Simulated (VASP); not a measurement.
Level of theory: LDA (Ceperley-Alder, Perdew-Zunger), VASP's LDA PAW potentials (set 64) (plane waves; VASP).

VASP input:

**KPOINTS**
```
Regular mesh
0
gamma
  20 20 20
```

INCAR:
```
! general
SYSTEM   =  Ni
PREC     =  Accurate
ENCUT    =  400
LREAL    =  .False.
LASPH    =  .True.

! electronic loop
EDIFF    =  1E-7
NELM     =  100
ALGO     =  Normal
LMAXMIX  =  4

! smearing
ISMEAR   =  -5

! spin
ISPIN    =  2
MAGMOM   =  0.6

! ions
ISIF     =  2

! output
LWAVE    =  .False.
LCHARG   =  .True.
LORBIT   =  11
NEDOS    =  601
```

### POSCAR
```
Ni
1
    0.0000000000     1.7094820583     1.7094820583
    1.7094820583    -0.0000000000     1.7094820583
    1.7094820583     1.7094820583     0.0000000000
Ni
1
Direct
  0.0000000000   0.0000000000   0.0000000000
```

POTCAR, in this order: Ni (LDA.64 set). Program: vasp_std.

Output

OSZICAR:
```
       N       E                     dE             d eps       ncg     rms          rms(c)
DAV:   1     0.167885715314E+02    0.16789E+02   -0.40869E+03  9617   0.120E+03
DAV:   2    -0.736991571693E+01   -0.24158E+02   -0.23377E+02  9315   0.151E+02
DAV:   3    -0.769195608357E+01   -0.32204E+00   -0.32149E+00 10555   0.221E+01
DAV:   4    -0.769484224374E+01   -0.28862E-02   -0.28853E-02 10397   0.189E+00
DAV:   5    -0.769491319333E+01   -0.70950E-04   -0.70925E-04 10542   0.253E-01    0.111E+01
DAV:   6    -0.688916907321E+01    0.80574E+00   -0.16187E+01  9688   0.677E+01    0.559E+00
DAV:   7    -0.660679316099E+01    0.28238E+00   -0.24865E+00  9742   0.251E+01    0.217E+00
DAV:   8    -0.658485862760E+01    0.21935E-01   -0.26070E-02 13191   0.183E+00    0.925E-01
DAV:   9    -0.658234208441E+01    0.25165E-02   -0.12163E-03 13594   0.322E-01    0.266E-01
DAV:  10    -0.658165597168E+01    0.68611E-03   -0.36790E-04 13248   0.160E-01    0.380E-02
DAV:  11    -0.658160699042E+01    0.48981E-04   -0.36300E-05 11605   0.649E-02    0.263E-02
DAV:  12    -0.658160480088E+01    0.21895E-05   -0.16977E-06 11378   0.152E-02    0.867E-03
DAV:  13    -0.658160610331E+01   -0.13024E-05   -0.94934E-07 10315   0.104E-02    0.271E-03
DAV:  14    -0.658160617431E+01   -0.70996E-07   -0.12908E-08  4810   0.172E-03
   1 F= -.65816062E+01 E0= -.65816062E+01  d E =0.000000E+00  mag=     0.5646
```

File OUTCAR:
```
------------------------ aborting loop because EDIFF is reached ----------------------------------------
  FORCE on cell =-STRESS in cart. coord.  units (eV):
  Direction    XX          YY          ZZ          XY          YZ          ZX
  --------------------------------------------------------------------------------------
  Total        0.0057228      0.0057228      0.0057228     -0.0000000     -0.0000000      0.0000000
  in kB        0.9176968      0.9176968      0.9176968     -0.0000000     -0.0000000      0.0000000
  external PRESSURE =       0.9176968 kB  Pullay stress =       0.0000000 kB
  volume of cell :        9.99
      direct lattice vectors                 reciprocal lattice vectors
     0.000000000  1.709482058  1.709482058    -0.292486252  0.292486252  0.292486252
     1.709482058  0.000000000  1.709482058     0.292486252 -0.292486252  0.292486252
     1.709482058  1.709482058  0.000000000     0.292486252  0.292486252 -0.292486252
 POSITION                                       TOTAL-FORCE (eV/Angst)
 -----------------------------------------------------------------------------------
      0.00000      0.00000      0.00000         0.000000     -0.000000     -0.000000
 -----------------------------------------------------------------------------------
    total drift:                                0.000000      0.000000      0.000000
  FREE ENERGIE OF THE ION-ELECTRON SYSTEM (eV)
  ---------------------------------------------------
  free  energy   TOTEN  =        -6.5816061743 eV

  energy  without entropy=       -6.5816061743  energy(sigma->0) =       -6.58160617

 total charge

# of ion       s       p       d       tot
------------------------------------------
    1        0.537   0.576   8.368   9.481

 magnetization (x)

# of ion       s       p       d       tot
------------------------------------------
    1       -0.005  -0.019   0.590   0.565
```
(Selected blocks of OUTCAR.)

For a metal the tetrahedron method with Blöchl corrections gives inexact stress and forces.

The compound is Ni in the fcc structure. It was relaxed first, which changed the volume by -8 %.
